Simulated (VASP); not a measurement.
Level of theory: PBEsol GGA, VASP's PBE PAW potentials (set 64) (plane waves; VASP).

Input for VASP

INCAR:
```
SYSTEM = Mo2N
PREC = Accurate; ENCUT = 520; LREAL = F
LASPH = T
EDIFF = 1E-6; NELM = 100; ALGO = Normal
LMAXMIX = 4
ISMEAR = 1; SIGMA = 0.1
GGA = PS
IBRION = 2; NSW = 60; ISIF = 4
EDIFFG = -0.02
LWAVE = F; LCHARG = F
```

**KPOINTS**
```
Automatic mesh
0
Gamma
11 11 1
0 0 0
```

File POSCAR:
```
Mo2N
1
    2.7647469875     0.0000000328    -0.0000000000
   -1.3823729765     2.3943411725     0.0000000000
    0.0000000000     0.0000000000    19.1454584223
N Mo
1 2
Direct
  0.0000000000   0.0000000000   0.5000000000
  0.3333330000   0.6666670000   0.5727285414
  0.6666670000   0.3333330000   0.4272714586
```

POTCAR, in this order: N Mo_sv (PBE.64 set). Program: vasp_std.

The cell holds a wide vacuum, so values per volume refer to the whole cell.

Question: Predict the energy per atom (σ→0), band gap (on the k-mesh).

Answer: 
The energy per atom (σ→0) is -10.043 eV/atom and the band gap (on the k-mesh) is none (metal, semimetal or under 0.01 eV).

### OSZICAR
```
...
   4 F= -.30128816E+02 E0= -.30128426E+02  d E =-.343640E-03
       N       E                     dE             d eps       ncg     rms          rms(c)
DAV:   1    -0.301290555348E+02   -0.24004E-03   -0.25634E-02   640   0.165E+00    0.919E-02
DAV:   2    -0.301289206402E+02    0.13489E-03   -0.64236E-04   640   0.251E-01    0.518E-02
DAV:   3    -0.301288715185E+02    0.49122E-04   -0.18094E-04   720   0.953E-02    0.105E-02
DAV:   4    -0.301288707566E+02    0.76191E-06   -0.23432E-05   648   0.325E-02    0.741E-03
DAV:   5    -0.301288711932E+02   -0.43661E-06   -0.15297E-06   460   0.106E-02
   5 F= -.30128871E+02 E0= -.30128485E+02  d E =-.399035E-03
```

The cell is a sheet with vacuum, built from a generated structure.
